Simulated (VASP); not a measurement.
OSZICAR of a VASP run on Tb (hcp):

**OSZICAR**
```
       N       E                     dE             d eps       ncg     rms          rms(c)
DAV:   1     0.128098451771E+03    0.12810E+03   -0.10698E+04  1664   0.154E+03
DAV:   2     0.640901865013E+02   -0.64008E+02   -0.62714E+02  1774   0.339E+02
DAV:   3     0.610382351673E+02   -0.30520E+01   -0.28930E+01  2403   0.434E+01
DAV:   4     0.609453601935E+02   -0.92875E-01   -0.89496E-01  2192   0.724E+00
DAV:   5     0.609423822385E+02   -0.29780E-02   -0.29746E-02  2572   0.109E+00    0.291E+01
DAV:   6     0.529357207732E+02   -0.80067E+01   -0.46124E+01  1664   0.826E+02    0.159E+01
DAV:   7     0.537015507586E+02    0.76583E+00   -0.19127E+00  2832   0.459E+01    0.316E-01
DAV:   8     0.530537207249E+02   -0.64783E+00   -0.65922E-01  1664   0.114E+01    0.356E-01
DAV:   9     0.136650553852E+04    0.13135E+04   -0.37239E+05  1664   0.509E+06    0.245E+00
DAV:  10     0.540196605812E+02   -0.13125E+04   -0.10768E+01  2072   0.705E+02    0.353E-01
DAV:  11     0.540528882374E+02    0.33228E-01   -0.19866E-01  2936   0.365E+00    0.417E-01
DAV:  12     0.529795726093E+02   -0.10733E+01   -0.52833E-01  1664   0.987E+00    0.127E-01
DAV:  13     0.529728882390E+02   -0.66844E-02   -0.26846E-03  2184   0.581E-01    0.141E-01
DAV:  14     0.529719178893E+02   -0.97035E-03   -0.29272E-04  1759   0.166E-01    0.164E-01
DAV:  15     0.529722737140E+02    0.35582E-03   -0.76241E-05  1759   0.101E-01    0.105E-01
DAV:  16     0.529718760023E+02   -0.39771E-03   -0.57684E-05  1714   0.890E-02    0.136E-01
DAV:  17     0.529718791150E+02    0.31127E-05   -0.15089E-06  1912   0.147E-02    0.133E-01
DAV:  18     0.529718759567E+02   -0.31582E-05   -0.10957E-07   992   0.399E-03    0.132E-01
DAV:  19     0.529718776931E+02    0.17364E-05   -0.66226E-08   907   0.292E-03    0.132E-01
DAV:  20     0.529718755066E+02   -0.21865E-05   -0.50005E-08   917   0.292E-03    0.129E-01
DAV:  21     0.529718796063E+02    0.40997E-05   -0.13574E-07   912   0.510E-03    0.121E-01
DAV:  22     0.529718807518E+02    0.11455E-05   -0.78270E-08   872   0.368E-03    0.113E-01
DAV:  23     0.529718795331E+02   -0.12187E-05   -0.15622E-07   862   0.387E-03    0.954E-02
DAV:  24     0.529718760251E+02   -0.35079E-05   -0.11750E-06  1436   0.140E-02    0.680E-02
DAV:  25     0.529718775852E+02    0.15601E-05   -0.62343E-07   862   0.720E-03    0.447E-02
DAV:  26     0.529718806063E+02    0.30211E-05   -0.56771E-07   852   0.738E-03    0.307E-02
DAV:  27     0.529718805132E+02   -0.93056E-07   -0.88155E-07   922   0.798E-03
   1 F= 0.52971881E+02 E0= 0.52971861E+02  d E =0.529719E+02
```

Problem. Which electronic solver shows in the log?

Solution. It is blocked Davidson (ALGO = Normal, or the opening steps of other solvers). The INCAR had ALGO = Normal.

Problem. Can the final energy be trusted as converged?

Solution. The run converged. It stopped with EDIFF = 1E-6, NELM = 100, NSW = 60 and EDIFFG = -0.01 after 1 ionic step (revTPSS meta-GGA, plane waves, VASP's PBE PAW potentials (set 64)). The 4f electrons are frozen in the core of the lanthanide potential, so 4f levels, which can set the real gap, and their magnetism are missing.

The compound is Tb in the hcp structure. It was relaxed first. The start is the result of an earlier pass.
